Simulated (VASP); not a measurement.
# Sc2InSb3 (Immm) in VASP: single point with r2SCAN

Aim: the single point of Sc2InSb3 with r2SCAN.

Program: VASP 6.6.1. These are calculated values, not measurements. Logs are shortened: lines on timing, memory, paths and dates and some standing lists are left out, and cuts for length are marked.

### Step 1. The structure

Symmetry: Immm, No. 71, orthorhombic system. The conventional cell has a = 4.185 Å, b = 5.950 Å, c = 13.157 Å, α = 90.00°, β = 90.00°, γ = 90.00°. Sc (site symmetry mm2) is surrounded by 6 Sb at 2.97 to 3.01 Å. In (site symmetry mmm) is surrounded by 6 Sb at 2.98 to 3.12 Å. Sb (site symmetry mmm) is surrounded by 2 In at 2.98 Å and 4 Sc at 3.01 Å. Sb (site symmetry mm2) is surrounded by 4 Sc at 2.97 to 2.98 Å and 2 In at 3.12 Å.

The cell was built by a generator and needn't be a form met in nature.

### Step 2. Single point, r2SCAN

INCAR

```
SYSTEM = Sc2InSb3
  PREC = Accurate
  ENCUT = 520
  EDIFF = 1E-6
  ISMEAR = 0
  SIGMA = 0.1
  LREAL = .False.
  LASPH = .True.
  NELM = 150
  ALGO = Normal
  ISIF = 2
  LWAVE = .False.
  LCHARG = .False.
  METAGGA = R2SCAN
  LMIXTAU = .True.
  KPAR = 8
```

KPOINTS

```
Automatic mesh
0
Gamma
  8 8 8
  0 0 0
```

POSCAR

```
Sc2InSb3
1.0
   -2.0926000000      2.9750700000      6.5783300000
    2.0926000000     -2.9750700000      6.5783300000
    2.0926000000      2.9750700000     -6.5783300000
Sc In Sb
2 1 3
Direct
    0.6643880000      0.6643880000      0.0000000000
    0.3356120000      0.3356120000      0.0000000000
    0.0000000000      0.0000000000      0.0000000000
    0.5000000000      0.0000000000      0.5000000000
    0.8242800000      0.3242800000      0.5000000000
    0.1757200000      0.6757200000      0.5000000000
```

Potentials or basis: VASP PAW PBE potentials, release 64 (Sc_sv, In_d, Sb).

Run with:

```
$ cat potpaw_PBE.64/Sc_sv/POTCAR potpaw_PBE.64/In_d/POTCAR potpaw_PBE.64/Sb/POTCAR > POTCAR
$ mpirun -np 8 vasp_std > vasp.out
```

OUTCAR:

```text
SYSTEM = Sc2InSb3
   PREC = Accurate
   ENCUT = 520
   EDIFF = 1E-6
   ISMEAR = 0
   LREAL = .False.
   LASPH = .True.
   NELM = 150
   ISIF = 2
   METAGGA = R2SCAN

 ion  position               nearest neighbor table
   1  0.664  0.664  0.000-   5 2.97   5 2.97   6 2.98   6 2.98   4 3.01   4 3.01
   2  0.336  0.336  0.000-   6 2.97   6 2.97   5 2.98   5 2.98   4 3.01   4 3.01
   3  0.000  0.000  0.000-   4 2.98   4 2.98   6 3.12   5 3.12   5 3.12   6 3.12
   4  0.500  0.000  0.500-   3 2.98   3 2.98   1 3.01   1 3.01   2 3.01   2 3.01
   5  0.824  0.324  0.500-   1 2.97   1 2.97   2 2.98   2 2.98   3 3.12   3 3.12
   6  0.176  0.676  0.500-   2 2.97   2 2.97   1 2.98   1 2.98   3 3.12   3 3.12

  LATTYP: Found a body centered orthorhombic cell.
 ALAT       =     4.1852000000
 B/A-ratio  =     1.4217098347
 C/A-ratio  =     3.1436155978

  Lattice vectors:

 A1 = (  -2.0926000000,   2.9750700000,   6.5783300000)
 A2 = (   2.0926000000,  -2.9750700000,   6.5783300000)
 A3 = (   2.0926000000,   2.9750700000,  -6.5783300000)

Analysis of symmetry for initial positions (statically):
=====================================================================
 Subroutine PRICEL returns:
 Original cell was already a primitive cell.

 Routine SETGRP: Setting up the symmetry group for a
 body centered orthorhombic supercell.

 Subroutine GETGRP returns: Found  8 space group operations
 (whereof  8 operations were pure point group operations)
 out of a pool of  8 trial point group operations.

The static configuration has the point symmetry D_2h.

Analysis of symmetry for dynamics (positions and initial velocities):
=====================================================================
 Subroutine PRICEL returns:
 Original cell was already a primitive cell.

 Routine SETGRP: Setting up the symmetry group for a
 body centered orthorhombic supercell.

 Subroutine GETGRP returns: Found  8 space group operations
 (whereof  8 operations were pure point group operations)
 out of a pool of  8 trial point group operations.

The dynamic configuration has the point symmetry D_2h.

 Subroutine INISYM returns: Found  8 space group operations
 (whereof  8 operations are pure point group operations),
 and found     1 'primitive' translations

----------------------------------------------------------------------------------------

                                     Primitive cell

  volume of cell :     163.8170

  direct lattice vectors                    reciprocal lattice vectors
    -2.092600000  2.975070000  6.578330000     0.000000000  0.168063272  0.076007133
     2.092600000 -2.975070000  6.578330000     0.238937207  0.000000000  0.076007133
     2.092600000  2.975070000 -6.578330000     0.238937207  0.168063272  0.000000000

  length of vectors
     7.516943651  7.516943651  7.516943651     0.184451478  0.250735066  0.292123694

  position of ions in fractional coordinates (direct lattice)
     0.664388000  0.664388000  0.000000000
     0.335612000  0.335612000  0.000000000
     0.000000000  0.000000000  0.000000000
     0.500000000  0.000000000  0.500000000
     0.824280000  0.324280000  0.500000000
     0.175720000  0.675720000  0.500000000

  ion indices of the primitive-cell ions
   primitive index   ion index
                 1           1
                 2           2
                 3           3
                 4           4
                 5           5
                 6           6

----------------------------------------------------------------------------------------

 KPOINTS: Automatic mesh

Automatic generation of k-mesh.
 Grid dimensions read from file:
 generate k-points for:    8    8    8

 Generating k-lattice:

  Cartesian coordinates                     Fractional coordinates (reciprocal lattice)
     0.000000000  0.021007909  0.009500892     0.125000000 -0.000000000  0.000000000
     0.029867151  0.000000000  0.009500892     0.000000000  0.125000000  0.000000000
     0.029867151  0.021007909  0.000000000     0.000000000 -0.000000000  0.125000000

  Length of vectors
     0.023056435  0.031341883  0.036515462

  Shift w.r.t. Gamma in fractional coordinates (k-lattice)
     0.000000000  0.000000000  0.000000000

 Subroutine IBZKPT returns following result:
 ===========================================

 Found     95 irreducible k-points:

 Following reciprocal coordinates:
            Coordinates               Weight
  0.000000  0.000000  0.000000      1.000000
  0.125000  0.000000 -0.000000      4.000000
  0.250000  0.000000 -0.000000      4.000000
  0.375000  0.000000 -0.000000      4.000000
  0.500000  0.000000 -0.000000      2.000000
  0.000000  0.125000 -0.000000      4.000000
[... 16 lines left out ...]
  0.125000  0.375000 -0.000000      8.000000
  0.250000  0.375000 -0.000000      8.000000
 [... further k-points ...]
   k-points           NKPTS =     95   k-points in BZ     NKDIM =     95   number of bands    NBANDS=     30
   number of dos      NEDOS =    301   number of ions     NIONS =      6
   total plane-waves  NPLWV = 175616
   dimension x,y,z NGX =    56 NGY =   56 NGZ =   56
   dimension x,y,z NGXF=   112 NGYF=  112 NGZF=  112
   ions per type =               2   1   3
   NGX,Y,Z   is equivalent  to a cutoff of  12.39, 12.39, 12.39 a.u.
   NGXF,Y,Z  is equivalent  to a cutoff of  24.77, 24.77, 24.77 a.u.
 SYSTEM =  Sc2InSb3
   PREC   = accura    normal or accurate (medium, high low for compatibility)
   ISTART =      0    job   : 0-new  1-cont  2-samecut
   ICHARG =      2    charge: 1-file 2-atom 10-const
   ISPIN  =      1    spin polarized calculation?
   LNONCOLLINEAR =      F non collinear calculations
   LSORBIT =      F    spin-orbit coupling
   LASPH  =      T    aspherical Exc in radial PAW
   ENCUT  =  520.0 eV  38.22 Ry    6.18 a.u.  13.98 13.98 13.98*2*pi/ulx,y,z
   NELM   =    150;   NELMIN=  2; NELMDL= -5     # of ELM steps
   EDIFF  = 0.1E-05   stopping-criterion for ELM
   LREAL  =      F    real-space projection
   EDIFFG = 0.1E-04   stopping-criterion for IOM
   NSW    =      0    number of steps for IOM
   IBRION =     -1    ionic relax: 0-MD 1-quasi-New 2-CG
   NFREE  =      0    steps in history (QN), initial steepest desc. (CG)
   ISIF   =      2    stress and relaxation
   ISYM   =      2    0-nonsym 1-usesym 2-fastsym
   POTIM  = 0.5000    time-step for ionic-motion
   TEBEG  =    0.0;   TEEND  =   0.0 temperature during run
   PSTRESS=    0.0 pullay stress
   NELECT =      50.0000    total number of electrons
   NUPDOWN=      -1.0000    fix difference up-down
   EMIN   =  10.00;   EMAX   =-10.00  energy-range for DOS
   EFERMI =   0.00;   METHOD = LEGACY
   ISMEAR =     0;   SIGMA  =   0.10  broadening in eV -4-tet -1-fermi 0-gaus
   EFERMI_NEDOS =   21; number of points for ismear=-14 and -15
   IALGO  =     38    algorithm
   IMIX   =      4    mixing-type and parameters
     AMIX     =   0.40;   BMIX     =  1.00
     AMIX_MAG =   1.60;   BMIX_MAG =  1.00
  volume/ion in A,a.u.               =      27.30       184.25
  Fermi-wavevector in a.u.,A,eV,Ry     =   1.102246  2.082943 16.530343  1.214946
  Thomas-Fermi vector in A             =   2.238686
   LORBIT       =      0    0 simple, 1 ext, 2 COOP (PROOUT), +10 PAW based schemes
   METAGGA = R2SCAN    functional components
   LHFCALC =     F    Hartree Fock is set to
   AEXX    =    0.0000 exact exchange contribution
   IVDW    =     0    specifies the selected vdW correction
   LEPSILON=     F    determine dielectric tensor
   LRPA    =     F    only Hartree local field effects (RPA)
 non-spin polarized calculation
 Gauss-broadening in eV      SIGMA  =   0.10
  energy-cutoff  :      520.00
  volume of cell :      163.82
 maximum number of plane-waves:      4435
   NGX = 27   NGY = 27   NGZ = 27

 number of electron      50.0000004 magnetization

 Free energy of the ion-electron system (eV)
  ---------------------------------------------------
  ext. energy  EPLUGINS =         0.00000000
  ---------------------------------------------------
  free energy    TOTEN  =      -126.25014632 eV

  energy without entropy =     -126.23401975  energy(sigma->0) =     -126.24208303

 E-fermi :   5.8182     XC(G=0): -10.3026

 val. band max:        5.8176050341   @ k =  -0.2500  -0.3750   0.1250
 cond. band min:       5.8276295880   @ k =  -0.2500   0.1250   0.0000
 fundamental gap:      0.0100245539
 Fermi energy:         5.8181909345

 k-point     1 :       0.0000    0.0000    0.0000
  band No.  band energies     occupation
      1     -46.2793      2.00000
      2     -46.2779      2.00000
      3     -23.9369      2.00000
      4     -23.9339      2.00000
      5     -23.9255      2.00000
      6     -23.9224      2.00000
[... 22 lines left out ...]
     29       7.3807      0.00000
     30       7.3972      0.00000

 k-point     2 :       0.1250    0.0000   -0.0000
  band No.  band energies     occupation
      1     -46.2793      2.00000
      2     -46.2779      2.00000
      3     -23.9369      2.00000
      4     -23.9343      2.00000
      5     -23.9250      2.00000
      6     -23.9224      2.00000
[... 22 lines left out ...]
     29       7.5846      0.00000
     30       7.6085      0.00000

 k-point     3 :       0.2500    0.0000   -0.0000
  band No.  band energies     occupation
      1     -46.2791      2.00000
      2     -46.2781      2.00000
      3     -23.9370      2.00000
      4     -23.9351      2.00000
      5     -23.9241      2.00000
      6     -23.9221      2.00000
[... 22 lines left out ...]
     29       7.6530      0.00000
     30       7.8824      0.00000

 k-point     4 :       0.3750    0.0000   -0.0000
  band No.  band energies     occupation
      1     -46.2789      2.00000
      2     -46.2783      2.00000
      3     -23.9374      2.00000
      4     -23.9353      2.00000
      5     -23.9235      2.00000
      6     -23.9219      2.00000
[... 616 lines left out ...]
     29       7.7024      0.00000
     30       7.8748      0.00000

 k-point    23 :       0.1250    0.3750   -0.0000
  band No.  band energies     occupation
      1     -46.2782      2.00000
      2     -46.2777      2.00000
      3     -23.9396      2.00000
      4     -23.9380      2.00000
      5     -23.9318      2.00000
      6     -23.9273      2.00000
[... 22 lines left out ...]
     29       7.8814      0.00000
     30       7.9868      0.00000

 k-point    24 :       0.2500    0.3750   -0.0000
  band No.  band energies     occupation
      1     -46.2781      2.00000
      2     -46.2778      2.00000
      3     -23.9406      2.00000
      4     -23.9389      2.00000
      5     -23.9308      2.00000
      6     -23.9265      2.00000
[... 22 lines left out ...]
     29       7.9667      0.00000
     30       8.0610      0.00000

 [... further k-points ...]
[... 5 lines left out ...]
  --------------------------------------------------------------------------------------
  -------------------------------------------------------------------------------------
  Total       -0.3361391     -0.7142694     -1.2065474      0.0000000      0.0000000      0.0000000
  in kB       -3.2875367     -6.9857583    -11.8003782      0.0000000      0.0000000      0.0000000
  external PRESSURE =      -7.3578911 kB  Pullay stress =       0.0000000 kB

 VOLUME and BASIS-vectors are now :
 -----------------------------------------------------------------------------
  energy-cutoff  :      520.00
  volume of cell :      163.82
      direct lattice vectors                 reciprocal lattice vectors
    -2.092600000  2.975070000  6.578330000     0.000000000  0.168063272  0.076007133
     2.092600000 -2.975070000  6.578330000     0.238937207  0.000000000  0.076007133
     2.092600000  2.975070000 -6.578330000     0.238937207  0.168063272  0.000000000

 POSITION                                       TOTAL-FORCE (eV/Angst)
 -----------------------------------------------------------------------------------
      0.00000      0.00000      8.74113        -0.000000     -0.000000      0.028786
      0.00000      0.00000      4.41553         0.000000      0.000000     -0.028786
      0.00000      0.00000      0.00000         0.000000      0.000000      0.000000
      0.00000      2.97507      0.00000         0.000000      0.000000      0.000000
      0.00000      2.97507      4.26644        -0.000000     -0.000000      0.120175
      2.09260     -0.00000      2.31189         0.000000      0.000000     -0.120175
 -----------------------------------------------------------------------------------
    total drift:                                0.000000      0.000000     -0.000000

  FREE ENERGIE OF THE ION-ELECTRON SYSTEM (eV)
  ---------------------------------------------------
  free  energy   TOTEN  =      -126.2501463156 eV

  energy  without entropy=     -126.2340197514  energy(sigma->0) =     -126.24208303
```

It took 23 min on 8 MPI ranks of Intel Xeon Platinum 8259CL at 2.50GHz (Skylake/Cascade Lake), shared host; peak memory 0.81 GiB.

Results:

```
Free energy            : -126.2501 eV
Pressure               : -0.7 GPa
Largest force          : 0.120 eV/Å
Band gap on the k mesh : none (metal or under the smearing width)
```

Forces on the atoms (eV/Å):
```
Sc   0.000  0.000  0.029
Sc   0.000  0.000 -0.029
In   0.000  0.000  0.000
Sb   0.000  0.000  0.000
Sb   0.000  0.000  0.120
Sb   0.000  0.000 -0.120
```

Stress tensor (GPa, compression positive):
```
-0.33  0.00  0.00
 0.00 -0.70  0.00
 0.00  0.00 -1.18
```

Caveat: the PAW data sets were made with another functional, which shifts forces and pressure a little.
